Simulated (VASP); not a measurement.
Method: PBEsol GGA, VASP's PBE PAW potentials (set 64) (plane waves; VASP 6.6.1).

VASP input:

INCAR:
```
! general
SYSTEM  = La2O3
PREC    = Accurate
ENCUT   = 400   ! plane-wave cut-off (eV)
LREAL   = .FALSE.
LASPH   = .TRUE.   ! aspherical one-centre terms

! electronic loop
EDIFF   = 1E-6
NELM    = 100   ! most electronic steps
ALGO    = Normal   ! blocked Davidson
LMAXMIX = 6   ! l cut-off of mixed one-centre charges

! smearing
ISMEAR  = -1
SIGMA   = 0.01   ! width (eV)

! functional
GGA     = PS   ! PBEsol

! ions
ISIF    = 2

! output
LWAVE   = .FALSE.
LCHARG  = .FALSE.
```

File KPOINTS:
```
Automatic mesh
0
Gamma
7 7 4
0 0 0
```

File POSCAR:
```
La2O3
1
    3.9307800000     0.0000000000     0.0000000000
   -1.9653900000     3.4041550000     0.0000000000
    0.0000000000     0.0000000000     6.1119500000
La O
2 3
Direct
  0.6712080000   0.3217320000   0.7539120000
  0.3179710000   0.6545930000   0.2386980000
  0.6592610000   0.3366510000   0.3512890000
  0.3272580000   0.6685180000   0.6488690000
  0.0243020000   0.0185070000   0.0072320000
```

POTCAR, in this order: La O (PBE.64 set). Program: vasp_std.

What VASP printed:

File OSZICAR:
```
       N       E                     dE             d eps       ncg     rms          rms(c)
DAV:   1     0.437672959235E+03    0.43767E+03   -0.13323E+04  4800   0.205E+03
DAV:   2     0.802761862151E+02   -0.35740E+03   -0.35265E+03  6896   0.393E+02
DAV:   3    -0.316779251037E+02   -0.11195E+03   -0.11028E+03  8888   0.200E+02
DAV:   4    -0.477298627537E+02   -0.16052E+02   -0.16045E+02  8368   0.850E+01
DAV:   5    -0.486773113123E+02   -0.94745E+00   -0.94712E+00  9112   0.243E+01    0.137E+01
DAV:   6    -0.438382230768E+02    0.48391E+01   -0.43087E+01  7296   0.398E+01    0.736E+00
DAV:   7    -0.437343773723E+02    0.10385E+00   -0.45673E+00  8944   0.226E+01    0.348E+00
DAV:   8    -0.436830208358E+02    0.51357E-01   -0.46838E-01  8392   0.604E+00    0.111E+00
DAV:   9    -0.436744939901E+02    0.85268E-02   -0.74562E-02  8688   0.225E+00    0.355E-01
DAV:  10    -0.436760446390E+02   -0.15506E-02   -0.27134E-02  7640   0.118E+00    0.177E-01
DAV:  11    -0.436765388552E+02   -0.49422E-03   -0.74884E-03  8384   0.703E-01    0.115E-01
DAV:  12    -0.436767313476E+02   -0.19249E-03   -0.17054E-03  8432   0.294E-01    0.576E-02
DAV:  13    -0.436767238120E+02    0.75356E-05   -0.78147E-04  8280   0.202E-01    0.168E-02
DAV:  14    -0.436767297024E+02   -0.58904E-05   -0.65261E-05  8520   0.801E-02    0.770E-03
DAV:  15    -0.436767309770E+02   -0.12747E-05   -0.63336E-06  7784   0.210E-02    0.594E-03
DAV:  16    -0.436767307402E+02    0.23685E-06   -0.12666E-06  4768   0.121E-02
   1 F= -.43676731E+02 E0= -.43676731E+02  d E =-.460435E-14
```

File OUTCAR:
```
------------------------ aborting loop because EDIFF is reached ----------------------------------------
  FORCE on cell =-STRESS in cart. coord.  units (eV):
  Direction    XX          YY          ZZ          XY          YZ          ZX
  --------------------------------------------------------------------------------------
  Total       -3.5853765     -3.5268346     -3.6393106      0.4417557      0.0592100     -0.2520021
  in kB      -70.2388669    -69.0920094    -71.2954547      8.6541596      1.1599457     -4.9368150
  external PRESSURE =     -70.2087770 kB  Pullay stress =       0.0000000 kB
  volume of cell :       81.78
      direct lattice vectors                 reciprocal lattice vectors
     3.930780000  0.000000000  0.000000000     0.254402434  0.146879328  0.000000000
    -1.965390000  3.404155000  0.000000000     0.000000000  0.293758657  0.000000000
     0.000000000  0.000000000  6.111950000     0.000000000  0.000000000  0.163613904
 POSITION                                       TOTAL-FORCE (eV/Angst)
 -----------------------------------------------------------------------------------
      2.00604      1.09523      4.60787        -0.384349      0.190402     -0.420751
     -0.03666      2.22834      1.45891         0.061382      0.238944      0.547144
      1.92976      1.14601      2.14706         0.194685     -0.164897      0.116788
     -0.02752      2.27574      3.96585         0.334971     -0.147144      0.002559
      0.05915      0.06300      0.04420        -0.206689     -0.117305     -0.245741
 -----------------------------------------------------------------------------------
    total drift:                                0.000544      0.000966      0.000254
  FREE ENERGIE OF THE ION-ELECTRON SYSTEM (eV)
  ---------------------------------------------------
  free  energy   TOTEN  =       -43.6767307402 eV

  energy  without entropy=      -43.6767307402  energy(sigma->0) =      -43.67673074
```
(Selected blocks of OUTCAR.)

**OUTCAR**
```
 val. band max:        5.7678551192   @ k =   0.4286   0.0000   0.5000

 cond. band min:       9.6018746957   @ k =   0.4286   0.0000   0.0000


 Fermi energy:         6.0624254559

 k-point     1 :       0.0000    0.0000    0.0000
  band No.  band energies     occupation
      1     -23.9588      2.00000
      2     -23.6866      2.00000
      3     -10.9902      2.00000
      4      -9.7361      2.00000
      5      -9.4390      2.00000
      6      -7.4790      2.00000
      7      -7.3698      2.00000
      8      -7.1726      2.00000
      9      -7.1346      2.00000
     10      -7.0516      2.00000
     11      -6.3410      2.00000
     12       3.3595      2.00000
     13       3.3904      2.00000
     14       3.6264      2.00000
     15       3.6872      2.00000
     16       3.7787      2.00000
     17       4.1065      2.00000
     18       5.3538      2.00000
     19       5.4138      2.00000
     20       5.6819      2.00000
     21      10.1087      0.00000
     22      10.2982      0.00000
     23      10.3432      0.00000
     24      10.8471      0.00000

 k-point     2 :       0.1429   -0.0000    0.0000
  band No.  band energies     occupation
      1     -23.9238      2.00000
      2     -23.6716      2.00000
      3     -10.9848      2.00000
      4     -10.1229      2.00000
      5      -9.7094      2.00000
      6      -7.4989      2.00000
      7      -7.1954      2.00000
      8      -7.1489      2.00000
      9      -7.0823      2.00000
     10      -6.9795      2.00000
     11      -6.2600      2.00000
     12       3.3567      2.00000
     13       3.5305      2.00000
     14       3.6441      2.00000
     15       3.8153      2.00000
     16       3.8796      2.00000
     17       4.6139      2.00000
     18       5.1056      2.00000
     19       5.3661      2.00000
     20       5.5964      2.00000
     21      10.1660      0.00000
     22      10.3643      0.00000
     23      10.4977      0.00000
     24      10.9868      0.00000
...
```

At this cut-off the stress carries a Pulay error, which pulls relaxed volumes low.

The structure comes from a computed database's La2O3 entry; how it stands against other phases isn't given here. The cell was not relaxed at this level, atoms are displaced from their ideal sites.
